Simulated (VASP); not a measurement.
Input:

```yaml
crystal:
  lattice:
    - [0.00000, 2.14867, 2.14867]
    - [2.14867, 0.00000, 2.14867]
    - [2.14867, 2.14867, 0.00000]
  atoms:
    - { symbol: Al, position: [0.00000, 0.00000, 0.00000] }
    - { symbol: N, position: [0.25000, 0.25000, 0.25000] }
```

The numbers are results of vdW-DF-cx, VASP's PBE PAW potentials (set 64) (plane waves; VASP 6.6.1), not measurements. Run with 520 eV cut-off, 10×10×10 Γ-centred mesh, Gaussian smearing of 0.050 eV, potentials Al N.

Q: Predict the energy per atom (σ→0), pressure, band gap (on the k-mesh) with the smallest direct gap where there is one.

A: 
```
Quantity                                     Result
-----------------------------------  --------------
band gap (on the k-mesh)                    3.30 eV
smallest direct gap (on the k-mesh)         4.67 eV
energy per atom (σ→0)                -6.268 eV/atom
pressure                                  13.94 GPa
```

The absolute energy has meaning only against runs of the same code, potentials and settings.

The compound is AlN in the zinc blende structure, a metastable form; wurtzite is the usual one. This cell is one point of a volume scan, at 0.94 of the reference volume.
